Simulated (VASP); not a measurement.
Energy against volume of ZnO (wurtzite). Level of theory: PBE GGA with D3 dispersion (zero damping), VASP's PBE PAW potentials (set 64) (plane waves; VASP). Run with 520 eV cut-off, 8×8×4 Γ-centred mesh, Gaussian smearing of 0.050 eV, potentials Zn O.

Shape and ions are relaxed at each volume.

```
V (Å³/atom)  E (eV/atom)
-----------  -----------
11.511          -4.64667
11.878          -4.66268
12.245          -4.66808
12.613          -4.66441
```

Problem. Fit these four points and predict the energy of the run at 12.980 Å³/atom.

Solution. A cubic in V^(−2/3), the third-order Birch-Murnaghan form, passes through the four points with V0 = 12.27 Å³/atom and B0 = 130 GPa, and gives -4.6530 eV/atom there. The run gave -4.6530 eV/atom, +0.0 meV/atom from the fit; all five points give B0 = 130 GPa.

The compound is ZnO in the wurtzite structure. It was relaxed first.
